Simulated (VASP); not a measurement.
# Zr: surface energy and work function by face, part 5 of 5

Which face of Zr is cheapest, and which holds its electrons hardest?

VASP 6.6.1; PBEsol; plane waves and PAW (Zr_sv).

So far. Step 5 (Potential and states of the slab, 8 atoms, face …): The vacuum level lies 4.29 eV above the Fermi level at the upper face; both faces agree, as the slab has next to no dipole. Step 6 (Surface relaxation, 12 atoms, face Zr(10-10)): The run ended after 10 ionic steps, 0.061 eV below its first step, once the forces on the free atoms met EDIFFG = -0.03.

## (7) Potential and states of the slab, 12 atoms, face Zr(10-10)

The input, INCAR:

```
SYSTEM = Zr
PREC = Normal
ENCUT = 320
EDIFF = 1E-06
NELM = 120
ISMEAR = 1
SIGMA = 0.15
LREAL = .FALSE.
ALGO = Fast
GGA = PS
NBANDS = 89
LASPH = .TRUE.
LORBIT = 11
LWAVE = .FALSE.
LCHARG = .TRUE.
KPAR = 4
IDIPOL = 3
LDIPOL = .TRUE.
DIPOL = 0.5 0.5 0.5
LVHAR = .TRUE.
LVACPOTAV = .TRUE.
NEDOS = 1500
```

The input, POSCAR:

```
Zr
1.0
    3.1860636942      0.0000000000      0.0000000000
    0.0000000000      5.1166753509      0.0000000000
    0.0000000000      0.0000000000     29.7157978520
Zr
12
Direct
    0.0000000000      0.0000000000      0.2555624428
    0.5000000000      0.0000000000      0.3435682211
    0.5000000000      0.5000000000      0.2840735470
    0.0000000000      0.0000000000      0.4370127361
    0.0000000000      0.5000000000      0.3759607426
    0.5000000000      0.0000000000      0.5310962177
    0.5000000000      0.5000000000      0.4689037823
    0.0000000000      0.0000000000      0.6240392574
    0.0000000000      0.5000000000      0.5629872639
    0.5000000000      0.0000000000      0.7159264530
    0.5000000000      0.5000000000      0.6564317789
    0.0000000000      0.5000000000      0.7444375572
```

The input, KPOINTS:

```
Automatic mesh
0
Gamma
9 6 1
0 0 0
```

The projector-augmented-wave data sets are Zr_sv (PBE family, release 64).

Command:

```sh
$ mpirun -np 4 vasp_std
```

Output:

```text
[... set-up lines as in an earlier step ...]
 entering main loop
       N       E                     dE             d eps       ncg     rms          rms(c)
DAV:   1     0.113828493522E+04    0.11383E+04   -0.63184E+04  4480   0.108E+03
DAV:   2     0.237747386692E+02   -0.11145E+04   -0.10810E+04  3957   0.379E+02
DAV:   3    -0.914997392221E+02   -0.11527E+03   -0.11150E+03  5784   0.745E+01
DAV:   4    -0.111015269714E+03   -0.19516E+02   -0.19319E+02  5928   0.304E+01
DAV:   5    -0.113532329168E+03   -0.25171E+01   -0.25123E+01  5400   0.868E+00    0.387E+01
RMM:   6    -0.143502843575E+03   -0.29971E+02   -0.12088E+02  5111   0.155E+01    0.218E+01
RMM:   7    -0.177272784560E+03   -0.33770E+02   -0.11572E+02  5073   0.150E+01    0.274E+01
RMM:   8    -0.105718905445E+03    0.71554E+02   -0.14629E+01  4583   0.840E+00    0.100E+01
RMM:   9    -0.105381879503E+03    0.33703E+00   -0.48443E+00  5405   0.361E+00    0.631E+00
RMM:  10    -0.105456931949E+03   -0.75052E-01   -0.16632E+00  5328   0.217E+00    0.487E+00
RMM:  11    -0.105234006815E+03    0.22293E+00   -0.51897E-01  4997   0.179E+00    0.207E+00
RMM:  12    -0.105184056984E+03    0.49950E-01   -0.65763E-01  5367   0.133E+00    0.847E-01
RMM:  13    -0.105172735212E+03    0.11322E-01   -0.17184E-01  6043   0.741E-01    0.335E-01
RMM:  14    -0.105177421813E+03   -0.46866E-02   -0.71508E-02  6160   0.408E-01    0.183E-01
RMM:  15    -0.105180577747E+03   -0.31559E-02   -0.28716E-02  6549   0.257E-01    0.104E-01
RMM:  16    -0.105183069801E+03   -0.24921E-02   -0.16281E-02  6502   0.180E-01    0.643E-02
WARNING in EDDRMM: call to ZHEGV failed, returncode =   8  4     34
RMM:  17    -0.105184286545E+03   -0.12167E-02   -0.82291E-03  6666   0.129E-01    0.410E-02
WARNING in EDDRMM: call to ZHEGV failed, returncode =   8  4     55
RMM:  18    -0.105184964667E+03   -0.67812E-03   -0.46452E-03  6570   0.958E-02    0.250E-02
RMM:  19    -0.105185216047E+03   -0.25138E-03   -0.24508E-03  6482   0.730E-02    0.131E-02
RMM:  20    -0.105185455067E+03   -0.23902E-03   -0.17474E-03  6375   0.566E-02    0.837E-03
WARNING in EDDRMM: call to ZHEGV failed, returncode =   8  4     80
WARNING in EDDRMM: call to ZHEGV failed, returncode =   8  4     45
RMM:  21    -0.105185586151E+03   -0.13108E-03   -0.84431E-04  6243   0.451E-02    0.605E-03
WARNING in EDDRMM: call to ZHEGV failed, returncode =   8  4     16
WARNING in EDDRMM: call to ZHEGV failed, returncode =   6  3     28
WARNING in EDDRMM: call to ZHEGV failed, returncode =   6  3     29
RMM:  22    -0.105185709510E+03   -0.12336E-03   -0.59871E-04  6147   0.365E-02    0.400E-03
WARNING in EDDRMM: call to ZHEGV failed, returncode =   8  4     29
WARNING in EDDRMM: call to ZHEGV failed, returncode =   6  3     24
RMM:  23    -0.105185805166E+03   -0.95656E-04   -0.35466E-04  5864   0.284E-02    0.377E-03
WARNING in EDDRMM: call to ZHEGV failed, returncode =   8  4     45
RMM:  24    -0.105185873115E+03   -0.67948E-04   -0.22534E-04  5697   0.227E-02    0.217E-03
WARNING in EDDRMM: call to ZHEGV failed, returncode =   8  4     29
RMM:  25    -0.105185923883E+03   -0.50768E-04   -0.13466E-04  5441   0.180E-02    0.211E-03
WARNING in EDDRMM: call to ZHEGV failed, returncode =   8  4     39
RMM:  26    -0.105185943518E+03   -0.19635E-04   -0.93009E-05  5033   0.144E-02    0.189E-03
RMM:  27    -0.105185951664E+03   -0.81459E-05   -0.60099E-05  4682   0.116E-02    0.223E-03
RMM:  28    -0.105185955265E+03   -0.36016E-05   -0.38586E-05  4363   0.947E-03    0.273E-03
RMM:  29    -0.105185958894E+03   -0.36289E-05   -0.24130E-05  3977   0.783E-03    0.268E-03
WARNING in EDDRMM: call to ZHEGV failed, returncode =   6  3     66
RMM:  30    -0.105185960959E+03   -0.20648E-05   -0.17095E-05  3885   0.656E-03    0.252E-03
RMM:  31    -0.105185962132E+03   -0.11734E-05   -0.10955E-05  3632   0.552E-03    0.236E-03
RMM:  32    -0.105185962891E+03   -0.75898E-06   -0.79698E-06  3316   0.469E-03
 [... a notice as in an earlier step ...]

   1 F= -.10518596E+03 E0= -.10518387E+03  d E =-.629081E-02
```

Wall time 4.6 min (4 MPI ranks of AMD EPYC 7R43, shared host); peak memory 1.4 GiB; 18 min of CPU time.

OUTCAR, selected parts (step 7):

```text
   NELECT =     144.0000    total number of electrons

 dipolmoment           0.000000      0.000000      0.000000 electrons x Angstroem

 E-fermi :   3.5152

 k-point     1 :       0.0000    0.0000    0.0000
  band No.  band energies     occupation
    ...
     66       3.1459      2.00274
     67       3.3416      2.06937
     68       3.3472      2.06703
     69       3.4448      1.70540
     70       3.5524      0.59488
     71       3.9218     -0.00086
     72       4.1067     -0.00000
     73       4.1324     -0.00000
     74       4.2106     -0.00000
     75       4.2390     -0.00000
    ...

  Total       -6.7408892     -4.1248147     -2.3631105      0.0000000      0.0000000      0.0000000
  in kB      -22.2945166    -13.6422283     -7.8156465      0.0000000      0.0000000      0.0000000
  external PRESSURE =     -14.5841305 kB  Pullay stress =       0.0000000 kB

 POSITION                                       TOTAL-FORCE (eV/Angst)
 -----------------------------------------------------------------------------------
      0.00000      0.00000      7.59424         0.000000      0.000000      0.020807
      1.59303      0.00000     10.20940         0.000000      0.000000      0.001437
      1.59303      2.55834      8.44147         0.000000      0.000000      0.007079
      0.00000      0.00000     12.98618         0.000000      0.000000      0.023579
      0.00000      2.55834     11.17197         0.000000      0.000000      0.011301
      1.59303      0.00000     15.78195         0.000000      0.000000     -0.028132
      1.59303      2.55834     13.93385         0.000000      0.000000      0.028132
      0.00000      0.00000     18.54382         0.000000      0.000000     -0.011301
      0.00000      2.55834     16.72962         0.000000      0.000000     -0.023579
      1.59303      0.00000     21.27433         0.000000      0.000000     -0.007079
      1.59303      2.55834     19.50639         0.000000      0.000000     -0.001437
      0.00000      2.55834     22.12156         0.000000      0.000000     -0.020807
 -----------------------------------------------------------------------------------
    total drift:                                0.000000      0.000000      0.000000

  FREE ENERGIE OF THE ION-ELECTRON SYSTEM (eV)
  ---------------------------------------------------
  free  energy   TOTEN  =      -105.1859628914 eV

  energy  without entropy=     -105.1796720835  energy(sigma->0) =     -105.18386596

 vacuum level on the upper side and lower side of the slab         7.429         7.429

[... 8 parts as in an earlier step ...]

[... 9 further parts left out ...]
```

Numbers from this step:

```yaml
electronic_cycles: 32
free_energy_toten: -105.1860 eV
energy_at_zero_smearing: -105.1839 eV
fermi_energy: 3.515 eV
dipole_moment: 0, 0, 0 e·Å
vacuum_levels: 7.429, 7.429 eV
work_functions_of_the_upper_and_lower_face: 3.914, 3.914 eV
```

The planar average of the electrostatic potential oscillates, so the rows of the table below give means over windows of 2.76 Å about each position, cut where the curve ends. Its maxima inside the range that stand out by 2 % of the span (Å: eV): 9.3: -3.80, 12.1: -3.38, 14.9: -3.03, 17.6: -3.38, 20.4: -3.80. Its minima: 8.0: -15.5, 10.7: -14.2, 13.5: -14.3, 16.2: -14.3, 19.0: -14.2, 21.8: -15.5.

Zero at the Fermi level. The planar average of the electrostatic potential by height; means over each step:

| height (Å) | planar average of the electrostatic potential (eV) |
| --- | --- |
| 1.38 | 3.91 |
| 4.14 | 3.85 |
| 6.90 | -4.97 |
| 9.66 | -9.56 |
| 12.42 | -9.23 |
| 15.18 | -9.07 |
| 17.94 | -9.19 |
| 20.70 | -9.84 |
| 23.46 | -0.641 |
| 26.22 | 3.90 |
| 28.98 | 3.91 |

Density of states in the PAW spheres, an atom over height of the layer and energy from the Fermi level.

Ten even steps from '_' (0.00 states/eV) to '@' (1.30 states/eV), each cell a mean:
```
@@####%%##%%%%##%%####@@
##**++============++**##
++==----========----==++
%%##****########****##%%
++++++++==++++==++++++++
--====================--
====++============++====
====++++========++++====
::::====--------====::::
......::::::::::::......
________________________
________________________
________________________
________________________
________________________
________________________
________________________
________________________
________________________
________________________
________________________
________________________
```
Columns: height of the layer (Å) from 7.6 to 22.1 (not evenly spaced); rows upwards: energy from the Fermi level (eV) from -7.9 to 0.5.

Valence density in the ca plane at fractional y = 0.000, with atoms of Zr within 0.2 Å of it. It is the smooth field of the valence electrons, not physical close to the nuclei.

Ten even steps from '0' (0.0 e/Å³) to '9' (5.8 e/Å³), each cell a mean:
```
00015873100000000014785100000000000000000000
00002331000011100001332000011100000000000000
10000000000146410000000000146520000000000000
10000000000379830000000000279840000000000000
10000000000268620000000000158730000000000000
00000110000123210000111000023210000000000000
00013652000000000002563100000000000000000000
00026994100000000014996200000000000000000000
```
Columns run along c (16.0 Å, from fractional 0.37 to 0.91 of the cell), rows up along a (3.2 Å). Atoms in or near the plane, at fractional coordinates: Zr at (0.44, 0.00), Zr at (0.53, 0.50), Zr at (0.62, 0.00), Zr at (0.72, 0.50).

The map of layer states is cut here 0.5 eV above the Fermi level, so it leaves out the states above that.

The vacuum level lies 3.91 eV above the Fermi level at the upper face; both faces agree, as the slab has next to no dipole.

The program found no field-free point at its default tolerance, but its printed level agrees with the flat part of the planar average.

On this mesh the fine structure of the density of states is sampling noise, and high empty states may be cut by the number of bands.

## (8) The faces side by side

This step: surfaces of a metal, PBEsol; plane waves and PAW (VASP 6.6.1).

No new run; the numbers come from the runs before.

Symmetric slabs, all atoms free. All faces:

```csv
face,layers,area a surface atom (Å²),work function (eV),surface energy as cut (J/m²),surface energy relaxed (J/m²),change of the top spacing (%)
Zr(0001),8,8.791,4.287,1.836,1.745,-5.99
Zr(10-10),12,16.3,3.914,1.847,1.817,-7.88
```

Each surface energy is the slab's energy less its number of atoms times the bulk energy of -9.0734 eV, over twice the cell's area.

## (9) Outcome

* Zr(0001): 1.75 J/m², 4.29 eV
* Zr(10-10): 1.82 J/m², 3.91 eV

What this shows: The cheapest face is Zr(0001) at 1.75 J/m², against 1.82 for Zr(10-10). The work functions are 4.29 eV for Zr(0001) and 3.91 eV for Zr(10-10). The densest face has the highest work function, as the smoothing of the electron density over an open face lowers the surface dipole. The densest face is also the cheapest, since it cuts the fewest bonds an area. The top spacing changes by -6.0 % on Zr(0001) and -7.9 % on Zr(10-10). Of the two ends of the prism face, the one with the short outer spacing was run. One thickness was run for each face, and bulk and slab meshes don't match, which leaves some hundredths of a J/m². The cells are 1 × 1 and can't reconstruct.

[Lines on the potential files, build, host, timing and source positions are cut from VASP's logs without a mark.]

[Logs are printed without paths, hosts, clocks, repeated set-up lines and the standing remarks that a program may print on its own settings, such as how far it seeks lower states.]

[Hosts, paths, dates, database ids (printed as entryN), source tags and the programs' standing remarks are cut or masked in the printed files.]

[Runs that stopped without an error message from VASP are left out.]
